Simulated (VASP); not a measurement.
```
Te
1.0
    2.19874    -3.80833     0.00000
    2.19874     3.80833     0.00000
    0.00000     0.00000     6.01699
Te
3
Direct
  0.00000   0.27812   0.66667
  0.72188   0.72188   0.00000
  0.27812   0.00000   0.33333
```

Level of theory: rev-vdW-DF2, VASP's PBE PAW potentials (set 64) (plane waves; VASP). Settings: 520 eV cut-off, 5×5×4 Γ-centred mesh, Gaussian smearing of 0.050 eV, potentials Te.

### Question
What does the run give for the energy per atom (σ→0)?

### Answer

- energy per atom (σ→0) = -1.502 eV/atom

Total energies compare only between runs with the same potentials, cut-off and functional.

The compound is Te in the trig structure. It was relaxed first. The start is the result of an earlier pass.
